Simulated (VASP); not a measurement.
# Mn2C (P6/mmm) in VASP: relaxation of cell and atoms with PBE

Aim: the relaxation of cell and atoms of Mn2C with PBE.

All numbers are computed with VASP 6.6.1; they aren't measurements. Logs are shortened: lines on timing, memory, paths and dates and some standing lists are left out, and cuts for length are marked.

**1. The structure**

Symmetry: P6/mmm, No. 191, hexagonal system. Conventional cell: a = 2.781 Å, b = 2.781 Å, c = 6.226 Å, α = 90.00°, β = 90.00°, γ = 120.00°. Mn (site symmetry 6mm) has 1 C at 1.87 Å as nearest neighbours. C (site symmetry 6/mmm) is surrounded by 2 Mn at 1.87 Å.

The cell was built by a generator and needn't be a form met in nature.

**2. Relaxation of cell and atoms, PBE, collinear spin, ferromagnetic start**

INCAR reads:

```
SYSTEM = Mn2C
PREC = Normal
ENCUT = 520
EDIFF = 1E-4
ISMEAR = 0
SIGMA = 0.15
LREAL = .False.
LASPH = .True.
NELM = 60
ALGO = Fast
ISIF = 3
LWAVE = .False.
LCHARG = .False.
ISPIN = 2
MAGMOM = 4 4 0
LORBIT = 11
LMAXMIX = 4
GGA = PE
IBRION = 2
NSW = 24
EDIFFG = -0.08
```

KPOINTS reads:

```
regular mesh
0
Gamma
  8 8 4
  0 0 0
```

POSCAR reads:

```
Mn2C
1.0
    2.7807282500      0.0000000000      0.0000000000
   -1.3903641200      2.4081813000      0.0000000000
    0.0000000000      0.0000000000      6.2260980700
Mn C
2 1
Direct
    0.0000000000      0.0000000000      0.7004210200
    0.0000000000      0.0000000000      0.2995789800
    0.0000000000      0.0000000000      0.0000000000
```

Potentials or basis: VASP PAW PBE potentials, release 64 (Mn_pv, C).

Started as:

```bash
$ cat potpaw_PBE.64/Mn_pv/POTCAR potpaw_PBE.64/C/POTCAR > POTCAR
$ mpirun -np 1 vasp_std > vasp.out
```

OUTCAR:

```text
SYSTEM = Mn2C
   PREC = Normal
   ENCUT = 520
   EDIFF = 1E-4
   ISMEAR = 0
   LREAL = .False.
   LASPH = .True.
   NELM = 60
   ISIF = 3
   ISPIN = 2
   LORBIT = 11
   GGA = PE
   IBRION = 2
   NSW = 24
   EDIFFG = -0.08

 ion  position               nearest neighbor table
   1  0.000  0.000  0.700-   3 1.87   2 2.50
   2  0.000  0.000  0.300-   3 1.87   1 2.50
   3  0.000  0.000  0.000-   1 1.87   2 1.87

  LATTYP: Found a hexagonal cell.
 ALAT       =     2.7807282500
 C/A-ratio  =     2.2390170884

  Lattice vectors:

 A1 = (   2.7807282500,   0.0000000000,   0.0000000000)
 A2 = (  -1.3903641200,   2.4081813000,   0.0000000000)
 A3 = (   0.0000000000,   0.0000000000,   6.2260980700)

Analysis of symmetry for initial positions (statically):
=====================================================================
 Subroutine PRICEL returns:
 Original cell was already a primitive cell.

 Routine SETGRP: Setting up the symmetry group for a
 hexagonal supercell.

 Subroutine GETGRP returns: Found 24 space group operations
 (whereof 24 operations were pure point group operations)
 out of a pool of 24 trial point group operations.

The static configuration has the point symmetry D_6h.

Analysis of symmetry for dynamics (positions and initial velocities):
=====================================================================
 Subroutine PRICEL returns:
 Original cell was already a primitive cell.

 Routine SETGRP: Setting up the symmetry group for a
 hexagonal supercell.

 Subroutine GETGRP returns: Found 24 space group operations
 (whereof 24 operations were pure point group operations)
 out of a pool of 24 trial point group operations.

The dynamic configuration has the point symmetry D_6h.

Analysis of structural, dynamic, and magnetic symmetry:
=====================================================================
 Subroutine PRICEL returns:
 Original cell was already a primitive cell.

 Routine SETGRP: Setting up the symmetry group for a
 hexagonal supercell.

 Subroutine GETGRP returns: Found 24 space group operations
 (whereof 24 operations were pure point group operations)
 out of a pool of 24 trial point group operations.

[... 113 lines left out ...]
   NELECT =      30.0000    total number of electrons
   NUPDOWN=      -1.0000    fix difference up-down
   EMIN   =  10.00;   EMAX   =-10.00  energy-range for DOS
   EFERMI =   0.00;   METHOD = LEGACY
   ISMEAR =     0;   SIGMA  =   0.15  broadening in eV -4-tet -1-fermi 0-gaus
   EFERMI_NEDOS =   21; number of points for ismear=-14 and -15
   IALGO  =     68    algorithm
   IMIX   =      4    mixing-type and parameters
     AMIX     =   0.40;   BMIX     =  1.00
     AMIX_MAG =   1.60;   BMIX_MAG =  1.00
  volume/ion in A,a.u.               =      13.90        93.79
  Fermi-wavevector in a.u.,A,eV,Ry     =   1.466991  2.772210 29.280576  2.152062
  Thomas-Fermi vector in A             =   2.582662
   LORBIT       =     11    0 simple, 1 ext, 2 COOP (PROOUT), +10 PAW based schemes
   GGA     = PE    functional components
   LHFCALC =     F    Hartree Fock is set to
   AEXX    =    0.0000 exact exchange contribution
   IVDW    =     0    specifies the selected vdW correction
   LEPSILON=     F    determine dielectric tensor
   LRPA    =     F    only Hartree local field effects (RPA)
 conjugate gradient relaxation of ions
 spin polarized calculation
 RMM-DIIS sequential band-by-band and
 Gauss-broadening in eV      SIGMA  =   0.15
  energy-cutoff  :      520.00
  volume of cell :       41.69
 maximum number of plane-waves:      1134
   NGX = 11   NGY = 11   NGZ = 23

--------------------------------------- Ionic step        1  -------------------------------------------

 number of electron      29.9999911 magnetization       5.8246102

 Free energy of the ion-electron system (eV)
  ---------------------------------------------------
  ext. energy  EPLUGINS =         0.00000000
  ---------------------------------------------------
  free energy    TOTEN  =       -22.81643037 eV

  energy without entropy =      -22.78823181  energy(sigma->0) =      -22.80233109

------------------------ aborting loop because EDIFF is reached ----------------------------------------

  FORCE on cell =-STRESS in cart. coord.  units (eV):
  Direction    XX          YY          ZZ          XY          YZ          ZX
  --------------------------------------------------------------------------------------
  -------------------------------------------------------------------------------------
  Total       -2.2690094     -2.2690094     -2.4888301     -0.0000000     -0.0000000      0.0000000
  in kB      -87.1933171    -87.1933167    -95.6405674     -0.0000002     -0.0000000      0.0000000
  external PRESSURE =     -90.0090671 kB  Pullay stress =       0.0000000 kB
[... 246 lines left out ...]
--------------------------------------- Ionic step        8  -------------------------------------------

 number of electron      30.0000095 magnetization       3.0556608

 Free energy of the ion-electron system (eV)
  ---------------------------------------------------
  ext. energy  EPLUGINS =         0.00000000
  ---------------------------------------------------
  free energy    TOTEN  =       -23.33168054 eV

  energy without entropy =      -23.29466529  energy(sigma->0) =      -23.31317291

 E-fermi :   7.7915     XC(G=0): -12.6561

 val. band max:        7.7884604229   @ k =   0.0000   0.0000   0.0000
 cond. band min:       7.7956747251   @ k =   0.0000   0.0000   0.2500
 fundamental gap:      0.0072143022
 Fermi energy:         7.7914515438

 spin component 1

 k-point     1 :       0.0000    0.0000    0.0000
  band No.  band energies     occupation
      1     -41.1291      1.00000
      2     -40.9868      1.00000
      3     -40.4854      1.00000
      4     -40.4854      1.00000
      5     -40.4744      1.00000
      6     -40.4744      1.00000
[... 613 lines left out ...]
     22      13.5467      0.00000
     23      16.5491      0.00000

 [... further k-points ...]

 spin component 2

 k-point     1 :       0.0000    0.0000    0.0000
  band No.  band energies     occupation
      1     -39.3722      1.00000
      2     -39.2208      1.00000
      3     -38.8892      1.00000
      4     -38.8892      1.00000
      5     -38.8778      1.00000
      6     -38.8778      1.00000
[... 645 lines left out ...]
  FREE ENERGIE OF THE ION-ELECTRON SYSTEM (eV)
  ---------------------------------------------------
  free  energy   TOTEN  =       -23.3316805370 eV

  energy  without entropy=      -23.2946652892  energy(sigma->0) =      -23.31317291

 reached required accuracy - stopping structural energy minimisation

 total charge

# of ion       s       p       d       tot
------------------------------------------
    1        0.415   6.341   5.227  11.984
    2        0.415   6.341   5.227  11.984
    3        0.988   1.288   0.000   2.276
--------------------------------------------------
tot          1.818  13.970  10.454  26.243

 magnetization (x)

# of ion       s       p       d       tot
------------------------------------------
    1        0.005   0.015   1.527   1.547
    2        0.005   0.015   1.527   1.547
    3       -0.006  -0.082   0.000  -0.088
--------------------------------------------------
tot          0.003  -0.051   3.053   3.006
```

OSZICAR:

```text
N       E                     dE             d eps       ncg     rms          rms(c)
DAV:   1     0.299295084525E+03    0.29930E+03   -0.18319E+04  2760   0.162E+03
[... 74 lines left out ...]
   7 F= -.23330649E+02 E0= -.23312173E+02  d E =-.810301E-01  mag=     3.0890
       N       E                     dE             d eps       ncg     rms          rms(c)
DAV:   1    -0.233382998762E+02   -0.76518E-02   -0.17172E-01  3668   0.755E+00    0.762E-01
RMM:   2    -0.233430840471E+02   -0.47842E-02   -0.40192E-02  2972   0.208E+00    0.945E-01
RMM:   3    -0.233321016740E+02    0.10982E-01   -0.14177E-02  2766   0.118E+00    0.233E-01
RMM:   4    -0.233317071216E+02    0.39455E-03   -0.17733E-03  2818   0.385E-01    0.113E-01
RMM:   5    -0.233316805370E+02    0.26585E-04   -0.20770E-04  1752   0.134E-01
   8 F= -.23331681E+02 E0= -.23313173E+02  d E =-.820619E-01  mag=     3.0536
```

Wall time 2.1 min (1 thread of AMD EPYC 7R13 (Zen 3), shared host); peak memory 0.14 GiB.

What came out:

| Quantity | Value |
| --- | --- |
| Free energy | -23.3317 eV |
| Relaxed volume | 11.10 Å³/atom |
| Relaxed cell | a = 2.507 Å, b = 2.507 Å, c = 6.120 Å, α = 90.00°, β = 90.00°, γ = 120.00° |
| Space group after relaxing (to 0.05 Å) | P6/mmm (No. 191) |
| Energy gained by relaxing | 171.8 meV/atom |
| Ionic steps | 8 |
| Pressure after relaxing | 0.4 GPa |
| Largest force after relaxing | 0.005 eV/Å |
| Band gap on the k mesh | none (metal or under the smearing width) |
| Net moment | 3.06 μB per cell |
| Site moments | Mn +1.55; C -0.09 μB |
| Valence electrons inside the program's atomic spheres | Mn 11.98; C 2.28 |

Forces on the atoms (eV/Å):
```
Mn   0.000  0.000  0.005
Mn   0.000  0.000 -0.005
C    0.000  0.000  0.000
```

Stress tensor (GPa, compression positive):
```
 0.65  0.00  0.00
 0.00  0.65  0.00
 0.00  0.00 -0.04
```

The path:
| step | energy change (eV) | largest force (eV/Å) | pressure (GPa) | volume (Å³) |
| --- | --- | --- | --- | --- |
| 1 | 0.0000 | 1.0643 | -9.00 | 41.69 |
| 2 | -0.2661 | 0.1536 | -6.07 | 37.16 |
| 3 | -0.2651 | 1.1394 | 0.61 | 35.51 |
| 4 | -0.2798 | 0.5897 | -3.20 | 36.38 |
| 5 | -0.4164 | 0.9400 | 2.43 | 33.99 |
| 6 | -0.4332 | 1.0644 | 6.30 | 33.07 |
| 7 | -0.5142 | 0.1229 | 0.57 | 33.33 |
| 8 | -0.5153 | 0.0045 | 0.42 | 33.31 |

Final structure:
```yaml
crystal:
  lattice:
    - [2.50678, 0.00000, 0.00000]
    - [-1.25339, 2.17094, 0.00000]
    - [0.00000, 0.00000, 6.12045]
  atoms:
    - { symbol: Mn, position: [0.00000, 0.00000, 0.71034] }
    - { symbol: Mn, position: [0.00000, 0.00000, 0.28966] }
    - { symbol: C, position: [0.00000, 0.00000, 0.00000] }
```

Caveat: the volume moved by over 15 % at a fixed basis, so the end points are rough; the relaxation stopped at a loose force limit of 0.08 eV/Å, so its end isn't a converged minimum.
